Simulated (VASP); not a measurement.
All values below come from PBE GGA, VASP's PBE PAW potentials (set 64) (plane waves; VASP 6.6.1).

Input for VASP

**INCAR**
```
ALGO  =  Normal
EDIFF  =  1E-8
ENCUT  =  500
GGA  =  PE
ISMEAR  =  0
LASPH  =  T
LCHARG  =  F
LREAL  =  F
LWAVE  =  T
NELM  =  100
PREC  =  Normal
SIGMA  =  0.01
SYSTEM  =  LiH
```

KPOINTS:
```
Automatic
0
Gamma
4 4 4
0 0 0
```

POSCAR:
```
LiH
1
    0.0000000000     2.0400000000     2.0400000000
    2.0400000000     0.0000000000     2.0400000000
    2.0400000000     2.0400000000     0.0000000000
Li H
1 1
Direct
  0.0000000000   0.0000000000   0.0000000000
  0.5000000000   0.5000000000   0.5000000000
```

POTCAR, in this order: Li_sv_GW H_GW (PBE.64 set). Program: vasp_std.

What VASP printed:

File OSZICAR:
```
       N       E                     dE             d eps       ncg     rms          rms(c)
DAV:   1    -0.486971499236E+01   -0.48697E+01   -0.10492E+03    96   0.477E+02
DAV:   2    -0.812374204413E+01   -0.32540E+01   -0.32540E+01   114   0.682E+01
DAV:   3    -0.815479297696E+01   -0.31051E-01   -0.31051E-01   132   0.658E+00
DAV:   4    -0.815485564398E+01   -0.62667E-04   -0.62667E-04   120   0.298E-01
DAV:   5    -0.815485593479E+01   -0.29081E-06   -0.29081E-06   114   0.160E-02    0.767E+00
DAV:   6    -0.795026974952E+01    0.20459E+00   -0.17507E-01   102   0.195E+00    0.495E+00
DAV:   7    -0.788256512126E+01    0.67705E-01   -0.26281E-01    96   0.262E+00    0.129E+00
DAV:   8    -0.788350066192E+01   -0.93554E-03   -0.64553E-03    96   0.759E-01    0.249E-01
DAV:   9    -0.788343388501E+01    0.66777E-04   -0.25439E-04    96   0.149E-01    0.168E-02
DAV:  10    -0.788344146637E+01   -0.75814E-05   -0.24395E-05    96   0.484E-02    0.739E-03
DAV:  11    -0.788344020073E+01    0.12656E-05   -0.31171E-06    96   0.803E-03    0.102E-03
DAV:  12    -0.788344058449E+01   -0.38376E-06   -0.11400E-07   102   0.477E-03    0.299E-04
DAV:  13    -0.788344060744E+01   -0.22955E-07   -0.49078E-09    60   0.587E-04    0.877E-05
DAV:  14    -0.788344061588E+01   -0.84352E-08   -0.54051E-10    48   0.298E-04
   1 F= -.78834406E+01 E0= -.78834406E+01  d E =-.675866E-61
```

### OUTCAR
```
------------------------ aborting loop because EDIFF is reached ----------------------------------------
  FORCE on cell =-STRESS in cart. coord.  units (eV):
  Direction    XX          YY          ZZ          XY          YZ          ZX
  --------------------------------------------------------------------------------------
  Total       -0.3494828     -0.3494828     -0.3494828      0.0000000      0.0000000      0.0000000
  in kB      -32.9773637    -32.9773637    -32.9773637      0.0000000      0.0000000      0.0000000
  external PRESSURE =     -32.9773637 kB  Pullay stress =       0.0000000 kB
  volume of cell :       16.98
      direct lattice vectors                 reciprocal lattice vectors
     0.000000000  2.040000000  2.040000000    -0.245098039  0.245098039  0.245098039
     2.040000000  0.000000000  2.040000000     0.245098039 -0.245098039  0.245098039
     2.040000000  2.040000000  0.000000000     0.245098039  0.245098039 -0.245098039
  FREE ENERGIE OF THE ION-ELECTRON SYSTEM (eV)
  ---------------------------------------------------
  free  energy   TOTEN  =        -7.8834406159 eV

  energy  without entropy=       -7.8834406159  energy(sigma->0) =       -7.88344062
```
(Selected blocks of OUTCAR.)

The compound is LiH in the rock salt structure. The cell was not relaxed at this level. The k-mesh is coarse (spacing up to 0.67 per Å, 2π included), so the numbers may not be converged in it.
